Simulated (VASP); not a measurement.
Given:

```yaml
crystal:
  lattice:
    - [4.08586, 0.00000, 0.00000]
    - [0.00000, 4.08586, 0.00000]
    - [0.00000, 0.00000, 4.08586]
  atoms:
    - { symbol: Ba, position: [0.00000, 0.00000, 0.00000] }
    - { symbol: Hf, position: [0.50000, 0.50000, 0.50000] }
    - { symbol: O, position: [0.50000, 0.00000, 0.50000] }
    - { symbol: O, position: [0.00000, 0.50000, 0.50000] }
    - { symbol: O, position: [0.50000, 0.50000, 0.00000] }
```

The numbers are results of r2SCAN meta-GGA, VASP's PBE PAW potentials (set 64) (plane waves; VASP), not measurements. Run with 520 eV cut-off, 5×5×5 Γ-centred mesh, Gaussian smearing of 0.050 eV, potentials Ba_sv Hf_pv O.

Q: What does the run give for the energy per atom (σ→0), pressure?

A: 
```yaml
energy per atom (σ→0): -21.569 eV/atom
pressure: 12.51 GPa
```

Only differences to runs with the same potentials and settings are physical.

The compound is BaHfO3 in the cubic perovskite structure. This cell is one point of a volume scan, at 0.94 of the reference volume.
